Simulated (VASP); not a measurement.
OSZICAR of a VASP run on Tl (hcp):

File OSZICAR:
```
       N       E                     dE             d eps       ncg     rms          rms(c)
DAV:   1     0.405047504839E+01    0.40505E+01   -0.12833E+04  2232   0.120E+03
DAV:   2    -0.111961631975E+03   -0.11601E+03   -0.11441E+03  2353   0.268E+02
DAV:   3    -0.113912707530E+03   -0.19511E+01   -0.19286E+01  2645   0.315E+01
DAV:   4    -0.113927215367E+03   -0.14508E-01   -0.14502E-01  2369   0.261E+00
DAV:   5    -0.113927408060E+03   -0.19269E-03   -0.19269E-03  2536   0.314E-01    0.254E+00
DAV:   6    -0.108340755764E+03    0.55867E+01   -0.23249E+00  2189   0.160E+01    0.337E+00
DAV:   7    -0.106725290077E+03    0.16155E+01   -0.17631E-01  2227   0.491E+00    0.287E+00
DAV:   8    -0.108670963385E+03   -0.19457E+01   -0.53641E-01  2202   0.695E+00    0.181E+00
DAV:   9    -0.106345855079E+03    0.23251E+01   -0.23435E-01  2201   0.440E+00    0.749E-01
DAV:  10    -0.106346469280E+03   -0.61420E-03   -0.10639E-03  2411   0.228E-01    0.747E-01
DAV:  11    -0.106342598747E+03    0.38705E-02   -0.59269E-04  2232   0.158E-01    0.752E-01
DAV:  12    -0.106315639867E+03    0.26959E-01   -0.13740E-02  2247   0.820E-01    0.685E-01
DAV:  13    -0.106323946422E+03   -0.83066E-02   -0.10027E-02  2209   0.613E-01    0.476E-01
DAV:  14    -0.106334296697E+03   -0.10350E-01   -0.24988E-03  2283   0.366E-01    0.782E-02
DAV:  15    -0.106355035384E+03   -0.20739E-01   -0.69448E-03  2215   0.784E-01    0.179E-01
DAV:  16    -0.106358145360E+03   -0.31100E-02   -0.22581E-03  2325   0.357E-01    0.181E-01
DAV:  17    -0.106358063146E+03    0.82215E-04   -0.14220E-04  2343   0.111E-01    0.176E-01
DAV:  18    -0.106358418861E+03   -0.35572E-03   -0.18921E-04  2262   0.113E-01    0.180E-01
DAV:  19    -0.106358416116E+03    0.27459E-05   -0.70475E-06  2329   0.289E-02    0.180E-01
DAV:  20    -0.106358315001E+03    0.10111E-03   -0.16770E-04  2227   0.126E-01    0.183E-01
DAV:  21    -0.106358352846E+03   -0.37846E-04   -0.10031E-05  2405   0.307E-02    0.192E-01
DAV:  22    -0.106358919017E+03   -0.56617E-03   -0.29676E-04  2230   0.149E-01    0.157E-01
DAV:  23    -0.106359068865E+03   -0.14985E-03   -0.18620E-04  2240   0.140E-01    0.119E-01
DAV:  24    -0.106359229235E+03   -0.16037E-03   -0.42845E-05  2274   0.587E-02    0.102E-01
DAV:  25    -0.106359377029E+03   -0.14779E-03   -0.21347E-04  2220   0.975E-02    0.506E-02
DAV:  26    -0.106359448324E+03   -0.71295E-04   -0.13416E-04  2213   0.858E-02    0.837E-03
DAV:  27    -0.106359447584E+03    0.74034E-06   -0.39870E-06  1820   0.135E-02
   1 F= -.10635945E+03 E0= -.10635893E+03  d E =-.106359E+03
       N       E                     dE             d eps       ncg     rms          rms(c)
DAV:   1    -0.106362778953E+03   -0.33306E-02   -0.63973E-02  2177   0.229E+00    0.335E-01
DAV:   2    -0.106359887199E+03    0.28918E-02   -0.62927E-03  2179   0.652E-01    0.108E-01
DAV:   3    -0.106359428829E+03    0.45837E-03   -0.15840E-03  2201   0.368E-01    0.832E-02
DAV:   4    -0.106358609526E+03    0.81930E-03   -0.19885E-03  2217   0.335E-01    0.141E-02
DAV:   5    -0.106359485018E+03   -0.87549E-03   -0.54882E-04  2208   0.180E-01    0.576E-03
DAV:   6    -0.106359526369E+03   -0.41351E-04   -0.40569E-05  2287   0.515E-02    0.420E-03
DAV:   7    -0.106359523149E+03    0.32197E-05   -0.16558E-06  1731   0.107E-02    0.160E-03
DAV:   8    -0.106359525778E+03   -0.26293E-05   -0.12257E-07  1093   0.357E-03    0.975E-04
DAV:   9    -0.106359521936E+03    0.38425E-05   -0.15744E-07  1088   0.500E-03    0.201E-04
DAV:  10    -0.106359524111E+03   -0.21751E-05   -0.27871E-08  1088   0.202E-03    0.621E-05
DAV:  11    -0.106359523689E+03    0.42182E-06   -0.25977E-09  1088   0.497E-04
   2 F= -.10635952E+03 E0= -.10635899E+03  d E =-.761050E-04
```

**Question.** Which electronic solver shows in the log?

**Answer.** It is blocked Davidson (ALGO = Normal, or the opening steps of other solvers). The INCAR had ALGO = Normal.

**Question.** Can the final energy be trusted as converged?

**Answer.** Self-consistency was reached. It stopped with EDIFF = 1E-6, NELM = 100, NSW = 60 and EDIFFG = -0.01 after 2 ionic steps (r2SCAN meta-GGA, plane waves, VASP's PBE PAW potentials (set 64)).

The compound is Tl in the hcp structure. This run relaxes it. Symmetry was kept, so distortions that lower it aren't found. The start is the result of an earlier pass.
